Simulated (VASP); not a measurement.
KW4:

```
K W
1.0
     4.72579    0.00000    0.00000
     0.00000    4.72579    0.00000
     0.00000    0.00000    4.72579
K W
1 4
Cartesian
  2.3629 2.3629 2.3629
  0.0000 2.3629 2.3629
  2.3629 0.0000 2.3629
  2.3629 2.3629 0.0000
  0.0000 0.0000 0.0000
```

The cell was built by a generator and needn't be a form met in nature.

The cell isn't the ideal one: random cell by space group and Wyckoff sites (Pm-3m, No. 221).

```yaml
Program: VASP 6.6.1
Task: relaxation of cell and atoms
Functional: PBE
Potentials_or_basis: VASP PAW PBE potentials, release 64 (K_sv, W_sv)
Cutoff: 600 eV
k_mesh: 4 × 4 × 4
Occupations: gaussian, width 0.1 eV
Spin: no spin polarisation
```

At the start: pressure -19.0 GPa; volume 21.11 Å³/atom.

How do energy, volume and symmetry change on relaxing?

Over 5 steps the energy falls by 243.6 meV/atom and the volume is 17.67 Å³/atom (-16.3 %); space group Pm-3m (No. 221, to 0.05 Å).

Step by step:
```csv
step,energy change (eV),largest force (eV/Å),pressure (GPa),volume (Å³)
1,0.0000,0.0000,-18.99,105.54
2,1.3341,0.0000,60.03,71.75
3,-1.2090,0.0000,-1.59,89.28
4,-1.2179,0.0000,-0.45,88.68
5,-1.2181,0.0000,0.17,88.36
```

Final structure:
```cif
data_structure
_symmetry_space_group_name_H-M 'P 1'
_symmetry_Int_Tables_number 1
_cell_length_a 4.4540
_cell_length_b 4.4540
_cell_length_c 4.4540
_cell_angle_alpha 90.000
_cell_angle_beta 90.000
_cell_angle_gamma 90.000
_cell_volume 88.36
loop_
_atom_site_label
_atom_site_type_symbol
_atom_site_fract_x
_atom_site_fract_y
_atom_site_fract_z
_atom_site_occupancy
K1 K 0.50000 0.50000 0.50000 1
W1 W 0.00000 0.50000 0.50000 1
W2 W 0.50000 0.00000 0.50000 1
W3 W 0.50000 0.50000 0.00000 1
W4 W 0.00000 0.00000 0.00000 1
```

Caveat: the volume moved by over 15 % at a fixed basis, so the end points are rough.
